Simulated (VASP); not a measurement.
Method: PBEsol GGA, VASP's PBE PAW potentials (set 64) (plane waves; VASP).

A VASP calculation is set up with these files.

INCAR:
```
SYSTEM = CoO
PREC = Accurate; ENCUT = 520; LREAL = .FALSE.
LASPH = .TRUE.
EDIFF = 1E-6; NELM = 100; ALGO = Normal
LMAXMIX = 4
ISMEAR = 1; SIGMA = 0.1
GGA = PS
MAGMOM = 2.5 0.5
ISPIN = 2
IBRION = 2; NSW = 60; ISIF = 3
EDIFFG = -0.01
LWAVE = .FALSE.; LCHARG = .FALSE.; LORBIT = 10
```

KPOINTS:
```
Automatic mesh
0
Gamma
13 13 13
0 0 0
```

POSCAR:
```
CoO
1
    2.5694829743    -0.0000000000    -0.0000000000
    0.0000000000     2.5694829743    -0.0000000000
    0.0000000000     0.0000000000     2.5694829743
Co O
1 1
Direct
  0.0000000000   0.0000000000   0.0000000000
  0.5000000000   0.5000000000   0.5000000000
```

POTCAR, in this order: Co O (PBE.64 set). Program: vasp_std.

Output of the run:

File OUTCAR:
```
 ion  position               nearest neighbor table
   1  0.000  0.000  0.000-   2 2.23   2 2.23   2 2.23   2 2.23   2 2.23   2 2.23   2 2.23   2 2.23
  LATTYP: Found a simple cubic cell.
 ALAT       =     2.5694829743
 Subroutine PRICEL returns:
 Original cell was already a primitive cell.
 Subroutine GETGRP returns: Found 48 space group operations
The static configuration has the point symmetry O_h .
The dynamic configuration has the point symmetry O_h .
The overall configuration has the point symmetry O_h .
 Subroutine INISYM returns: Found 48 space group operations
 Subroutine IBZKPT returns following result:
 Found     84 irreducible k-points:

 Following reciprocal coordinates:
            Coordinates               Weight
  0.000000  0.000000  0.000000      1.000000
  0.076923  0.000000  0.000000      6.000000
  0.153846  0.000000  0.000000      6.000000
  0.230769  0.000000  0.000000      6.000000
  0.307692  0.000000  0.000000      6.000000
  0.384615  0.000000  0.000000      6.000000
  0.461538  0.000000  0.000000      6.000000
  0.076923  0.076923  0.000000     12.000000
  0.153846  0.076923  0.000000     24.000000
...
```

File OSZICAR:
```
       N       E                     dE             d eps       ncg     rms          rms(c)
DAV:   1     0.775767732674E+02    0.77577E+02   -0.75661E+03  4504   0.144E+03
DAV:   2    -0.108482690763E+02   -0.88425E+02   -0.77370E+02  4598   0.266E+02
DAV:   3    -0.159590234943E+02   -0.51108E+01   -0.50077E+01  4963   0.734E+01
DAV:   4    -0.160199674399E+02   -0.60944E-01   -0.60869E-01  5284   0.785E+00
DAV:   5    -0.160214889085E+02   -0.15215E-02   -0.15214E-02  5240   0.123E+00    0.148E+01
DAV:   6    -0.152673862811E+02    0.75410E+00   -0.24807E+01  5525   0.859E+01    0.237E+01
DAV:   7    -0.136508574574E+02    0.16165E+01   -0.10998E+01  5433   0.730E+01    0.917E+00
DAV:   8    -0.135049442529E+02    0.14591E+00   -0.69399E-01  6071   0.141E+01    0.453E+00
DAV:   9    -0.134841263057E+02    0.20818E-01   -0.12573E+00  5839   0.220E+01    0.331E+00
DAV:  10    -0.134071662523E+02    0.76960E-01   -0.24606E-01  6036   0.119E+01    0.951E-01
DAV:  11    -0.134069374935E+02    0.22876E-03   -0.22945E-02  5440   0.163E+00    0.332E-01
DAV:  12    -0.134075962254E+02   -0.65873E-03   -0.21612E-03  6076   0.535E-01    0.125E-01
DAV:  13    -0.134075574906E+02    0.38735E-04   -0.41460E-04  5655   0.362E-01    0.779E-02
DAV:  14    -0.134075199335E+02    0.37557E-04   -0.66942E-05  6485   0.209E-01    0.410E-02
DAV:  15    -0.134075271390E+02   -0.72055E-05   -0.52269E-06  4852   0.238E-02    0.298E-02
DAV:  16    -0.134075179548E+02    0.91842E-05   -0.20103E-05  5729   0.939E-02    0.428E-03
DAV:  17    -0.134075180422E+02   -0.87430E-07   -0.12679E-06  3083   0.143E-02
   1 F= -.13407518E+02 E0= -.13407589E+02  d E =-.134075E+02  mag=     3.0005
       N       E                     dE             d eps       ncg     rms          rms(c)
DAV:   1    -0.134080222108E+02   -0.50426E-03   -0.90125E-03  4523   0.158E+00    0.168E-01
DAV:   2    -0.134075714024E+02    0.45081E-03   -0.12448E-03  5138   0.749E-01    0.126E-01
DAV:   3    -0.134075394220E+02    0.31980E-04   -0.17265E-04  5976   0.298E-01    0.927E-02
DAV:   4    -0.134075257077E+02    0.13714E-04   -0.31971E-05  6096   0.129E-01    0.211E-02
DAV:   5    -0.134075210536E+02    0.46541E-05   -0.72334E-06  5941   0.370E-02    0.103E-02
DAV:   6    -0.134075204789E+02    0.57474E-06   -0.11196E-06  2382   0.232E-02
   2 F= -.13407520E+02 E0= -.13407588E+02  d E =-.243664E-05  mag=     3.0003
       N       E                     dE             d eps       ncg     rms          rms(c)
DAV:   1    -0.134076638757E+02   -0.14282E-03   -0.23827E-03  4533   0.811E-01    0.857E-02
DAV:   2    -0.134075466708E+02    0.11720E-03   -0.32342E-04  5158   0.378E-01    0.640E-02
DAV:   3    -0.134075389159E+02    0.77549E-05   -0.42135E-05  5953   0.147E-01    0.473E-02
DAV:   4    -0.134075354726E+02    0.34433E-05   -0.80971E-06  5544   0.649E-02    0.108E-02
DAV:   5    -0.134075343081E+02    0.11645E-05   -0.15444E-06  2495   0.187E-02    0.476E-03
DAV:   6    -0.134075342454E+02    0.62673E-07   -0.67172E-07  2283   0.162E-02
   3 F= -.13407534E+02 E0= -.13407604E+02  d E =-.162032E-04  mag=     3.0003
```

### OUTCAR
```
------------------------ aborting loop because EDIFF is reached ----------------------------------------
  FORCE on cell =-STRESS in cart. coord.  units (eV):
  Direction    XX          YY          ZZ          XY          YZ          ZX
  --------------------------------------------------------------------------------------
  Total       -0.0009046     -0.0009046     -0.0009046     -0.0000000     -0.0000000      0.0000000
  in kB       -0.0853394     -0.0853394     -0.0853394     -0.0000000     -0.0000000      0.0000000
  external PRESSURE =      -0.0853394 kB  Pullay stress =       0.0000000 kB
  volume of cell :       16.98
      direct lattice vectors                 reciprocal lattice vectors
     2.570401546 -0.000000000 -0.000000000     0.389044273  0.000000000  0.000000000
    -0.000000000  2.570401546 -0.000000000     0.000000000  0.389044273  0.000000000
     0.000000000 -0.000000000  2.570401546     0.000000000  0.000000000  0.389044273
 POSITION                                       TOTAL-FORCE (eV/Angst)
 -----------------------------------------------------------------------------------
      0.00000      0.00000      0.00000         0.000000      0.000000      0.000000
      1.28520      1.28520      1.28520        -0.000000     -0.000000      0.000000
 -----------------------------------------------------------------------------------
    total drift:                                0.000000      0.000000      0.000000
  FREE ENERGIE OF THE ION-ELECTRON SYSTEM (eV)
  ---------------------------------------------------
  free  energy   TOTEN  =       -13.4075342454 eV

  energy  without entropy=      -13.4077428027  energy(sigma->0) =      -13.40760376

 total charge

# of ion       s       p       d       tot
------------------------------------------
    1        0.315   0.391   7.198   7.904
    2        1.576   3.348   0.000   4.925
--------------------------------------------------
tot          1.891   3.740   7.198  12.829

 magnetization (x)

# of ion       s       p       d       tot
------------------------------------------
    1       -0.002   0.004   2.480   2.481
    2        0.021   0.440   0.000   0.461
--------------------------------------------------
tot          0.019   0.444   2.480   2.942

 reached required accuracy - stopping structural energy minimisation
```
(Selected blocks of OUTCAR.)

File CONTCAR:
```
CoO
   1.00000000000000
     2.5704015458205451   -0.0000000000000000   -0.0000000000000000
    -0.0000000000000000    2.5704015458205451   -0.0000000000000000
     0.0000000000000000   -0.0000000000000000    2.5704015458205451
  Co              O
     1     1
Direct
     0.0000000000000000    0.0000000000000000    0.0000000000000000
     0.5000000000000000    0.5000000000000000    0.5000000000000000
```

The moments were started parallel, and other spin orders were not tried in this run.

The structure was generated: CoO was put into the CsCl type type (Pm-3m), which need not be its known phase. This run relaxes it. Symmetry was kept, so distortions that lower it aren't found. The start is the result of an earlier pass.
